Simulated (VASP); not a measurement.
VASP input:

INCAR:
```
SYSTEM = PtS2
PREC = Accurate
ENCUT = 400
EDIFF = 1E-6
NELM = 60
ALGO = VeryFast
LREAL = .FALSE.
LASPH = .TRUE.
ISMEAR = 0
SIGMA = 0.05
GGA = PE
LMAXMIX = 6
LWAVE = .FALSE.
LCHARG = .FALSE.
ISIF = 2
NELMDL = -1
```

**POSCAR**
```
PtS2
1
    1.7700000000    -3.0657300000     0.0000000000
    1.7700000000     3.0657300000     0.0000000000
    0.0000000000     0.0000000000     5.0400000000
Pt S
1 2
Direct
  0.0000000000   0.0000000000   0.0000000000
  0.3333330000   0.6666670000   0.2300000000
  0.6666670000   0.3333330000   0.7700000000
```

File KPOINTS:
```
Automatic mesh
0
Gamma
6 6 4
0 0 0
```

POTCAR, in this order: Pt S (PBE.64 set). Program: vasp_std.

Question: What happens when VASP runs on this input?

Answer: There is a fault: ALGO = VeryFast starts from random orbitals with almost no delay (NELMDL = -1). The run did not converge; its last values are not results. Against the sound run, the energy per atom (σ→0) rises by 393.180 eV/atom; the pressure increases by 1750.15 GPa; the largest force increases by 90.559 eV/Å; the band gap decreases by 0.95 eV.

### standard output
```
...
RMM:  21     0.115774126960E+04   -0.77958E+00   -0.19720E+00  1425   0.784E+01    0.796E+01
RMM:  22     0.115786524940E+04    0.12398E+00    0.17667E+00  1431   0.763E+01    0.818E+01
RMM:  23     0.115738079229E+04   -0.48446E+00   -0.20828E+00  1432   0.744E+01    0.861E+01
RMM:  24     0.115746442212E+04    0.83630E-01    0.14911E+00  1432   0.727E+01    0.917E+01
RMM:  25     0.115741772886E+04   -0.46693E-01   -0.30816E-01  1436   0.709E+01    0.932E+01
RMM:  26     0.115723758645E+04   -0.18014E+00   -0.10447E-01  1432   0.695E+01    0.954E+01
RMM:  27     0.115746261277E+04    0.22503E+00    0.66258E-01  1423   0.680E+01    0.952E+01
RMM:  28     0.116073334016E+04    0.32707E+01    0.14686E+01  1430   0.672E+01    0.819E+01
RMM:  29     0.116343256781E+04    0.26992E+01    0.12479E+01  1431   0.671E+01    0.742E+01
RMM:  30     0.116447740165E+04    0.10448E+01    0.65345E+00  1431   0.655E+01    0.774E+01
RMM:  31     0.116491773071E+04    0.44033E+00    0.34291E+00  1433   0.637E+01    0.823E+01
RMM:  32     0.116490317941E+04   -0.14551E-01    0.10588E+00  1429   0.620E+01    0.835E+01
RMM:  33     0.116530542354E+04    0.40224E+00    0.20590E+00  1432   0.609E+01    0.886E+01
RMM:  34     0.116513929260E+04   -0.16613E+00   -0.80424E-01  1424   0.596E+01    0.881E+01
RMM:  35     0.116548076541E+04    0.34147E+00    0.18154E+00  1430   0.586E+01    0.928E+01
RMM:  36     0.116544419142E+04   -0.36574E-01   -0.38562E-01  1432   0.576E+01    0.954E+01
RMM:  37     0.116541589576E+04   -0.28296E-01   -0.36831E-01  1432   0.565E+01    0.102E+02
RMM:  38     0.116536081126E+04   -0.55084E-01   -0.67504E-01  1436   0.556E+01    0.106E+02
RMM:  39     0.116527119873E+04   -0.89613E-01   -0.86521E-01  1431   0.546E+01    0.113E+02
RMM:  40     0.116514913204E+04   -0.12207E+00   -0.10714E+00  1434   0.538E+01    0.117E+02
RMM:  41     0.116507479428E+04   -0.74338E-01   -0.84229E-01  1436   0.529E+01    0.120E+02
RMM:  42     0.116494238207E+04   -0.13241E+00   -0.10506E+00  1424   0.522E+01    0.123E+02
RMM:  43     0.116487112675E+04   -0.71255E-01   -0.77565E-01  1432   0.514E+01    0.126E+02
RMM:  44     0.116478426145E+04   -0.86865E-01   -0.75831E-01  1429   0.508E+01    0.127E+02
RMM:  45     0.116445947919E+04   -0.32478E+00   -0.19646E+00  1425   0.500E+01    0.134E+02
RMM:  46     0.116432953021E+04   -0.12995E+00   -0.89313E-01  1430   0.494E+01    0.137E+02
RMM:  47     0.116446262341E+04    0.13309E+00    0.18214E-01  1422   0.488E+01    0.140E+02
RMM:  48     0.116448049144E+04    0.17868E-01   -0.26288E-01  1430   0.482E+01    0.141E+02
RMM:  49     0.116361401194E+04   -0.86648E+00   -0.41541E+00  1425   0.476E+01    0.142E+02
RMM:  50     0.116359805876E+04   -0.15953E-01   -0.96111E-02  1431   0.470E+01    0.143E+02
RMM:  51     0.116349372735E+04   -0.10433E+00   -0.12758E+00  1434   0.464E+01    0.145E+02
RMM:  52     0.116261312234E+04   -0.88061E+00   -0.33197E+00  1431   0.461E+01    0.143E+02
RMM:  53     0.116250004695E+04   -0.11308E+00   -0.43380E-01  1431   0.455E+01    0.143E+02
RMM:  54     0.116237245728E+04   -0.12759E+00   -0.10903E+00  1436   0.450E+01    0.143E+02
RMM:  55     0.116206292362E+04   -0.30953E+00   -0.11453E+00  1431   0.445E+01    0.141E+02
RMM:  56     0.116200271371E+04   -0.60210E-01   -0.14249E-01  1432   0.440E+01    0.137E+02
RMM:  57     0.116409429714E+04    0.20916E+01    0.62846E+00  1430   0.444E+01    0.151E+02
RMM:  58     0.116421268495E+04    0.11839E+00    0.14710E-01  1431   0.436E+01    0.149E+02
RMM:  59     0.116429397323E+04    0.81288E-01    0.52900E-01  1433   0.429E+01    0.148E+02
RMM:  60     0.116424412534E+04   -0.49848E-01   -0.60106E-01  1437   0.424E+01

 -----------------------------------------------------------------------------
|                                                                             |
|           W    W    AA    RRRRR   N    N  II  N    N   GGGG   !!!           |
|           W    W   A  A   R    R  NN   N  II  NN   N  G    G  !!!           |
|           W    W  A    A  R    R  N N  N  II  N N  N  G       !!!           |
|           W WW W  AAAAAA  RRRRR   N  N N  II  N  N N  G  GGG   !            |
|           WW  WW  A    A  R   R   N   NN  II  N   NN  G    G                |
|           W    W  A    A  R    R  N    N  II  N    N   GGGG   !!!           |
|                                                                             |
|     The electronic self-consistency was not achieved in the given           |
|     number of steps (NELM). The forces and other quantities evaluated       |
|     might not be reliable so examine the results carefully. If you find     |
|     spurious results, we suggest increasing NELM, if you were close to      |
|     convergence or switching to a different ALGO or adjusting the           |
|     density mixing parameters otherwise.                                    |
|                                                                             |
 -----------------------------------------------------------------------------

   1 F= 0.11642441E+04 E0= 0.11642445E+04  d E =-.759701E-03
```

File OUTCAR:
```
------------------------ aborting loop EDIFF was not reached (unconverged)  ----------------------------
  FORCE on cell =-STRESS in cart. coord.  units (eV):
  Direction    XX          YY          ZZ          XY          YZ          ZX
  --------------------------------------------------------------------------------------
  Total      606.4860585    606.4860864    589.8773568     -0.0000000      0.0000000      0.0000000
  in kB    17764.9382499  17764.9390682  17278.4430442     -0.0000000      0.0000000      0.0000000
  external PRESSURE =   17602.7734541 kB  Pullay stress =       0.0000000 kB
  volume of cell :       54.70
      direct lattice vectors                 reciprocal lattice vectors
     1.770000000 -3.065730000  0.000000000     0.282485876 -0.163093293  0.000000000
     1.770000000  3.065730000  0.000000000     0.282485876  0.163093293  0.000000000
     0.000000000  0.000000000  5.040000000     0.000000000  0.000000000  0.198412698
 POSITION                                       TOTAL-FORCE (eV/Angst)
 -----------------------------------------------------------------------------------
      0.00000      0.00000      0.00000         0.000000      0.000000      0.000000
      1.77000      1.02191      1.15920        -0.000000     -0.000000     91.575872
      1.77000     -1.02191      3.88080         0.000000      0.000000    -91.575872
 -----------------------------------------------------------------------------------
    total drift:                               -0.000000     -0.000000     -0.000000
  FREE ENERGIE OF THE ION-ELECTRON SYSTEM (eV)
  ---------------------------------------------------
  free  energy   TOTEN  =      1164.2441253377 eV

  energy  without entropy=     1164.2448850390  energy(sigma->0) =     1164.24450519
```
(Selected blocks of OUTCAR.)

To mend it, set ALGO = Normal, remove NELMDL.

The mended run (PBE GGA, plane waves, VASP's PBE PAW potentials (set 64)) converges, and its OSZICAR ends with
```
   1 F= -.15295878E+02 E0= -.15295878E+02  d E =-.166852E-11
```

The compound is PtS2 in the 1T layered structure. The cell was not relaxed at this level.
